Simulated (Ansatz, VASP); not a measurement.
## Zr (Zirconium): VASP beside Ansatz

Wanted: the spread between two codes on one cell, functional and k mesh.

Program: Ansatz 0.2.0. Level of theory: plane waves, with VASP 6.6.1 beside it; single point at LDA. Results are calculated unless marked as measured.

This is not the structure that Zr takes at ambient pressure and room temperature (hexagonal, No. 194); it is a model or a phase of other conditions.

### 1. The starting structure

It takes space group Im-3m (No. 229, cubic). Conventional cell: a = 3.620 Å, b = 3.620 Å, c = 3.620 Å, α = 90.00°, β = 90.00°, γ = 90.00°. Nearest to Zr lie 8 Zr at 3.14 Å.

Structure file:

```cif
data_structure
_symmetry_space_group_name_H-M 'Im-3m'
_symmetry_Int_Tables_number 229
_cell_length_a 3.6200
_cell_length_b 3.6200
_cell_length_c 3.6200
_cell_angle_alpha 90.000
_cell_angle_beta 90.000
_cell_angle_gamma 90.000
_cell_volume 47.44
loop_
_atom_site_label
_atom_site_type_symbol
_atom_site_symmetry_multiplicity
_atom_site_Wyckoff_symbol
_atom_site_fract_x
_atom_site_fract_y
_atom_site_fract_z
_atom_site_occupancy
Zr1 Zr 2 a 0.00000 0.00000 0.00000 1
```

### 2. VASP: single point, LDA

With cell and atoms fixed, the geometry can't cause a difference; cores, projectors, grids and the points listed under the comparison can.

Lines of VASP's logs that name or quote its potential files are left out, and so is its time.

INCAR reads:

```
SYSTEM = Zr
PREC = Accurate
ENCUT = 400
EDIFF = 1E-06
NELM = 100
ISMEAR = -1
SIGMA = 0.05
LREAL = .FALSE.
ALGO = Normal
GGA = CA
NBANDS = 12
LASPH = .TRUE.
LORBIT = 11
LWAVE = .FALSE.
LCHARG = .TRUE.
ISIF = 2
LELF = .TRUE.
LVHAR = .TRUE.
```

POSCAR reads:

```
Zr
1.0
   -1.8100000000      1.8100000000      1.8100000000
    1.8100000000     -1.8100000000      1.8100000000
    1.8100000000      1.8100000000     -1.8100000000
Zr
1
Direct
    0.0000000000      0.0000000000      0.0000000000
```

KPOINTS reads:

```
Automatic mesh
0
Gamma
9 9 9
0 0 0
```

Potentials, in the order of the species: Zr_sv (LDA family, release 64).

Launch:

```bash
$ mpirun -np 2 vasp_std
```

Numbers of over 12 decimals in the logs are rounded to 6 here.

The log of the run:

```text
[banner, memory and clock lines left out]
running    2 mpi-ranks, on    1 nodes
 distrk:  each k-point on    2 cores,    1 groups
 distr:  one band on    1 cores,    2 groups

 POSCAR found type information on POSCAR Zr
 POSCAR found :  1 types and       1 ions
 LDA part: xc-table for (Slater(with rela. corr.)+CA(PZ))
 , standard interpolation
 POSCAR, INCAR and KPOINTS ok, starting setup
 FFT: planning ... GRIDC
 FFT: planning ... GRID_SOFT
 FFT: planning ... GRID
 WAVECAR not read
 entering main loop
       N       E                     dE             d eps       ncg     rms          rms(c)
DAV:   1     0.655140209575E+02    0.65514E+02   -0.60696E+03   840   0.817E+02
DAV:   2    -0.708928105003E+01   -0.72603E+02   -0.70491E+02   976   0.236E+02
DAV:   3    -0.950470667133E+01   -0.24154E+01   -0.23875E+01  1260   0.349E+01
DAV:   4    -0.954161947065E+01   -0.36913E-01   -0.36905E-01   928   0.453E+00
DAV:   5    -0.954267898678E+01   -0.10595E-02   -0.10595E-02  1196   0.528E-01    0.987E+00
DAV:   6    -0.922935518890E+01    0.31332E+00   -0.39015E-01   900   0.551E+00    0.385E+00
DAV:   7    -0.917136827752E+01    0.57987E-01   -0.17248E-01  1008   0.340E+00    0.619E-01
DAV:   8    -0.917219400354E+01   -0.82573E-03   -0.91336E-03  1016   0.108E+00    0.818E-02
DAV:   9    -0.917219537909E+01   -0.13756E-05   -0.22819E-04  1032   0.139E-01    0.199E-02
DAV:  10    -0.917218958669E+01    0.57924E-05   -0.14480E-05   976   0.399E-02    0.101E-02
DAV:  11    -0.917218968013E+01   -0.93436E-07   -0.92273E-07   636   0.103E-02
   1 F= -.91721897E+01 E0= -.91633718E+01  d E =-.176358E-01
```

OUTCAR, selected parts (step 2):

```text
ion  position               nearest neighbor table
   1  0.000  0.000  0.000-

  LATTYP: Found a body centered cubic cell.
 ALAT       =     3.6200000000

 Subroutine GETGRP returns: Found 48 space group operations
 (whereof 48 operations were pure point group operations)

The static configuration has the point symmetry O_h .

 Found     35 irreducible k-points:

   k-points           NKPTS =     35   k-points in BZ     NKDIM =     35   number of bands    NBANDS=     12

   dimension x,y,z NGX =    20 NGY =   20 NGZ =   20
   dimension x,y,z NGXF=    40 NGYF=   40 NGZF=   40

   ENCUT  =  400.0 eV  29.40 Ry    5.42 a.u.   5.11  5.11  5.11*2*pi/ulx,y,z

   NELECT =      12.0000    total number of electrons

 k-points in reciprocal lattice and weights: Automatic mesh
   0.00000000  0.00000000  0.00000000       0.001
   0.11111111  0.00000000  0.00000000       0.016
   0.22222222  0.00000000  0.00000000       0.016
   0.33333333  0.00000000  0.00000000       0.016
   0.44444444  0.00000000  0.00000000       0.016
   0.11111111  0.11111111  0.00000000       0.033
   0.22222222  0.11111111 -0.00000000       0.066
   0.33333333  0.11111111  0.00000000       0.066
   0.44444444  0.11111111  0.00000000       0.033
[...]
-0.44444444 -0.44444444  0.33333333       0.011
  -0.44444444  0.44444444  0.44444444       0.008

 average (electrostatic) potential at core
       1 -74.6660

 E-fermi :   8.2896

 k-point     1 :       0.0000    0.0000    0.0000
  band No.  band energies     occupation
      1     -39.9350      2.00000
      2     -17.6102      2.00000
      3     -17.6102      2.00000
      4     -17.6102      2.00000
      5       2.9958      2.00000
      6       9.3834      0.00000
      7       9.3834      0.00000
      8       9.3834      0.00000
      9      11.8200      0.00000
     10      11.8200      0.00000
    ...

 k-point     2 :       0.1111    0.0000    0.0000
  band No.  band energies     occupation
      1     -39.9184      2.00000
      2     -17.7254      2.00000
      3     -17.6457      2.00000
      4     -17.6109      2.00000
      5       3.4006      2.00000
      6       9.1258      0.00000
      7       9.2775      0.00000
      8       9.7797      0.00000
      9      11.4818      0.00000
     10      11.8231      0.00000
    ...

 k-point     3 :       0.2222    0.0000    0.0000
  band No.  band energies     occupation
      1     -39.8761      2.00000
      2     -18.0085      2.00000
      3     -17.7343      2.00000
      4     -17.6128      2.00000
      5       4.4273      2.00000
      6       8.5555      0.00975
      7       8.8357      0.00004
      8      10.9142      0.00000
      9      11.3252      0.00000
     10      11.9017      0.00000
    ...

  Total       -1.4755460     -1.4755460     -1.4755460     -0.0000000      0.0000000      0.0000000
  in kB      -99.6707222    -99.6707222    -99.6707222     -0.0000000      0.0000000      0.0000000
  external PRESSURE =     -99.6707222 kB  Pullay stress =       0.0000000 kB

  energy-cutoff  :      400.00
  volume of cell :       23.72
      direct lattice vectors                 reciprocal lattice vectors
    -1.810000000  1.810000000  1.810000000     0.000000000  0.276243094  0.276243094
     1.810000000 -1.810000000  1.810000000     0.276243094  0.000000000  0.276243094
     1.810000000  1.810000000 -1.810000000     0.276243094  0.276243094  0.000000000

 POSITION                                       TOTAL-FORCE (eV/Angst)
 -----------------------------------------------------------------------------------
      0.00000      0.00000      0.00000        -0.000000     -0.000000     -0.000000
 -----------------------------------------------------------------------------------
    total drift:                                0.000000     -0.000000      0.000000

  FREE ENERGIE OF THE ION-ELECTRON SYSTEM (eV)
  ---------------------------------------------------
  free  energy   TOTEN  =        -9.1721896801 eV

  energy  without entropy=       -9.1545538316  energy(sigma->0) =       -9.16337176

 total charge
# of ion       s       p       d       tot
------------------------------------------
    1        2.225   5.941   1.690   9.856

[... 3 further parts left out ...]
```

At this level the cell is under a tension of 10.0 GPa, so at these settings it is away from equilibrium.

### 3. Ansatz: single point, LDA

Ansatz runs on its default PAW (the set named soft_2) files.

The same cell, functional (in two slightly different forms), mesh and smearing now go to Ansatz, which takes its cutoff from its data sets.

input.yaml reads:

```yaml
crystal:
  lattice:
    - [-1.81, 1.81, 1.81]
    - [1.81, -1.81, 1.81]
    - [1.81, 1.81, -1.81]
  atoms:
    - { symbol: Zr, position: [0.0, 0.0, 0.0] }
hamiltonian:
  xc: lda
  pseudopotentials: { kind: paw }
kpoints:
  mp_grid: { grid: [9, 9, 9] }
scf:
  occupations: { method: fermi_dirac, width: 0.05 }
  n_extra_bands: 4
output:
  forces: true
  stress: true
  eigenvalues: true
```

Launch:

```bash
$ ansatz run input.yaml --threads 2 --pin off --max-ram 4608MiB --backend cpu --events-out ev --progress --plain --runs-dir out
```

The log of the run:

```text
scf.n_extra_bands = 4 over 6 filled bands (N_el = 12.0): the run solves 10 bands
Engine: ansatz 0.2.0, aarch64-unknown-linux-gnu
Pseudopotentials: kind: paw
Pseudopotential: Zr, paw, valence charge 12, recommended cutoff 420 eV (normal), Zr.paw.azcp
Functional definition: SPW92
  exchange = slater_x
  correlation = pw_c
Crystal: 1 atoms, lattice volume = 23.719 Å³
Basis set: ecut = 420 eV, 459 PW (Γ)
Bands: 10, of which v1, the nominal top of the filled ones, is band 6 counted from 1 (5 counted from 0)
Symmetry: 48 space group operations
Space group: Im-3m (ITA 229), of the structure as read, at distance tolerance 2.9e-5 Å
k-points: 35 of 729
Non-local potential: Zr, projectors of the file, l = 0: 3, l = 1: 2, l = 2: 2, l = 3: 2
PAW form: soft (Blöchl's): semilocal exchange-correlation on the pseudo side does not see the compensation charge
PAW frozen core: Zr, regenerated for the run's functional, and the local potential with it (the file was generated under x = pbe(κ = 0.804, μ = 0.219515), c = pbe(β = 0.066725))
PAW one-centre angular grid: Zr, 590 points (default); XC on 64 Gauss nodes
Initial density: superposition of atomic densities (neutral atoms: chi_scale 0, normalization atom), corrected by the library's trained network
Initial wavefunctions: pseudopotential atomic-orbital guess
Functional: x = slater, c = lda
SCF iter   1: F=—  HF=-4077.342467 eV  |F-HF|=—  |Δ(HF+E_count)|=         —  Δρ=5.93e-3  dr2=5.82e-3  ethr=1.77e-3  ⟨swp⟩=5.2  Hψ=1972  notcnv=0
preconditioner: auto → none  [metal: Δε(μ)=0.059 eV  Ē_g=4.797 eV  σ=0.050 eV  W_gap=0.28  n_scr=0 (ndim 8)  ℏωp=15.2 eV  f_vac=0.000  D(μ)=2.14/eV (n_scr^D=18)]
SCF iter   2: F=—  HF=-4077.341063 eV  |F-HF|=—  |Δ(HF+E_count)|=   1.40e-3  Δρ=2.60e-3  dr2=6.60e-4  ethr=4.85e-5  ⟨swp⟩=1.8  Hψ=675  notcnv=0
SCF iter   3: F=—  HF=-4077.341109 eV  |F-HF|=—  |Δ(HF+E_count)|=   4.60e-5  Δρ=6.73e-4  dr2=4.55e-5  ethr=5.50e-6  ⟨swp⟩=1.0  Hψ=350  notcnv=0
SCF iter   4: F=—  HF=-4077.341112 eV  |F-HF|=—  |Δ(HF+E_count)|=   3.68e-6  Δρ=2.37e-5  dr2=4.87e-8  ethr=3.79e-7  ⟨swp⟩=1.0  Hψ=350  notcnv=0
iter 5 did not close the SCF: its close was put off for the readings that it lacked (scf_convergence_deferred on its scf_iter line)
SCF iter   5: F=-4077.341112 eV  HF=-4077.341112 eV  |F-HF|=8.37e-10  |Δ(HF+E_count)|=   5.14e-8  Δρ=5.54e-6  dr2=3.07e-9  ethr=4.06e-10  ⟨swp⟩=2.0  Hψ=563  notcnv=0
SCF iter   6: F=-4077.341112 eV  HF=-4077.341112 eV  |F-HF|=3.18e-11  |Δ(HF+E_count)|=  2.98e-10  Δρ=9.70e-7  dr2=8.80e-11  ethr=2.56e-11  ⟨swp⟩=1.7  Hψ=1028  notcnv=0
SCF 1 converged in 6 iterations: F = -4077.341112 eV  dr2 = 8.80e-11
  greatest PAW one-centre occupation: 0.998 electrons in one spin orbital (limit 2), on the Zr atom at site 0 (counted from 0), in its partial waves of l = 0
SCF converged after 6 iterations
Free energy (F): -4077.341112 eV
Harris-Foulkes:  -4077.341112 eV  (|F-HF|=3.18e-11)
Internal energy: -4077.323313 eV  (E = F + TS)
E sigma→0 (E₀):  -4077.332213 eV
Entropy (-TS):   -0.017799 eV (-17.799 meV/atom)
Fermi energy:    13.137323 eV
--- Per-component energies (eV) ---
  E_band       = -102.474299
  E_kinetic    = 332.387380
  E_local      = -641.195544  (includes V_loc(G=0)·N_el)
  E_nonlocal   = 85.165404
  E_hartree    = 197.371340
  E_xc         = -159.735391
  E_vxc        = -189.657535  (∫ρ·V_xc dr)
  E_paw        = -2849.403958  (= ΣΔE_a)
  E_vpaw       = -83.916643  (= ΣTr[D̂ρ^β])
  E_aug_tail   = 0.000023  (compensation charges beyond the density's cutoff)
  E_ewald      = -1042.282969
  E_core_change = 0.370401  (= ΣΔE_core)
  E_smearing   = -0.017799  (= −TS)
  E_closure    = -0.000000  (closes the sum)
  Σ components = -4077.341112   (vs F -4077.341112, Δ=0.00e0)
--- Forces (eV/Å), atoms counted from 1 ---
  atom   1  Zr    -0.00000000    -0.00000000    -0.00000000
  max |Σ_I F_I| component: 5.75e-32 eV/Å
--- Stress (GPa, compression-positive) ---
       -9.860900      -0.000000      -0.000000
       -0.000000      -9.860900      -0.000000
       -0.000000       0.000000      -9.860900
  P = ⅓ Tr σ = -9.8609 GPa (-98.609 kbar)
--- Band table (eV; the first three rows and the last of 35) ---
  k-point 0: bands = ["-35.2299", "-12.8091", "-12.8091", "-12.8091", "7.8236", "14.2340", "14.2340", "14.2340", "16.6704", "16.6704"]
  k-point 1: bands = ["-35.2135", "-12.9239", "-12.8445", "-12.8099", "8.2288", "13.9764", "14.1278", "14.6301", "16.3322", "16.6734"]
  k-point 2: bands = ["-35.1717", "-13.2057", "-12.9328", "-12.8118", "9.2573", "13.4060", "13.6844", "15.7640", "16.1755", "16.7517"]
  k-point 34: bands = ["-34.9924", "-13.4468", "-13.4258", "-13.4258", "10.8211", "10.8593", "17.7705", "17.7705", "18.4700", "19.8672"]
```

The job ended after 0.92 s (2 threads of Arm Neoverse N1, shared host; peak memory 0.23 GiB; 1.2 s of CPU time).

The run ends at a pressure of -9.86 GPa.

### 4. Side by side

Known differences besides the potentials themselves: the two LDA forms differ slightly; the cutoff is 420 eV in Ansatz and 400 eV in VASP; VASP's log shows a relativistic correction to its local exchange, Ansatz's none. Total energies have different zeros and are not compared.

Both answers:

| quantity | Ansatz | VASP | difference |
| --- | --- | --- | --- |
| pressure (GPa) | -9.86 | -9.97 | +0.11 |

### 5. Results

- difference in pressure (single point, LDA): 0.11 GPa

In words: The difference in pressure is 0.11 GPa (single point, LDA), within the 1 GPa picked in this series as the mark of a large difference. How closely two codes agree says nothing of how well the functional describes the real material.

[Lines on the potential files, build, host, timing and source positions are cut from VASP's logs without a mark.]

[Logs are printed without paths, hosts, clocks, repeated set-up lines and the standing remarks that a program may print on its own settings, such as how far it seeks lower states.]

[Hosts, paths, dates, database ids (printed as entryN), source tags and the programs' standing remarks are cut or masked in the printed files.]
